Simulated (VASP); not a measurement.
Here is a VASP 6.6.1 calculation.

INCAR

```
  PREC = Accurate
  ENCUT = 600
  EDIFF = 1E-7
  ISMEAR = 0
  SIGMA = 0.02
  LREAL = F
  LASPH = T
  NELM = 60
  ALGO = Normal
  ISIF = 3
  LWAVE = F
  LCHARG = F
  GGA = PS
  IBRION = 2
  NSW = 90
  EDIFFG = -0.005
```

File KPOINTS:

```
regular mesh
0
Gamma
  4 4 4
```

The input POSCAR:

```
MgS
1.0
    0.0000000000      2.6043975600      2.6043975600
    2.6043975600      0.0000000000      2.6043975600
    2.6043975600      2.6043975600      0.0000000000
Mg S
1 1
Direct
    0.0000000000      0.0000000000      0.0000000000
    0.5000000000      0.5000000000      0.5000000000
```

Potentials or basis: VASP PAW PBE potentials, release 64 (Mg, S).

The run is started by

```bash
$ cat potpaw_PBE.64/Mg/POTCAR potpaw_PBE.64/S/POTCAR > POTCAR
$ mpirun -np 1 vasp_std > vasp.out
```

Task: Predict the band gap on the k mesh.

Result: 2.70 eV, indirect (least direct gap 3.65 eV).

Task: Estimate the space group after relaxing (to 0.05 Å).

Result: Fm-3m (No. 225).

Task: Estimate the relaxed volume.

Result: 17.45 Å³/atom.

Task: Estimate the relaxed cell.

Result: a = 3.668 Å, b = 3.668 Å, c = 3.668 Å, α = 60.00°, β = 60.00°, γ = 60.00°.

The path:
```csv
step,energy change (eV),largest force (eV/Å),pressure (GPa),volume (Å³)
1,0.0000,0.0000,-0.96,35.33
2,-0.0013,0.0000,0.22,34.79
3,-0.0013,0.0000,0.00,34.89
```

Caveat: the k mesh is coarse (spacing up to 0.52 Å⁻¹), so the values aren't converged; the PAW data sets were made with another functional, which shifts forces and pressure a little. A k mesh can miss the band edges.
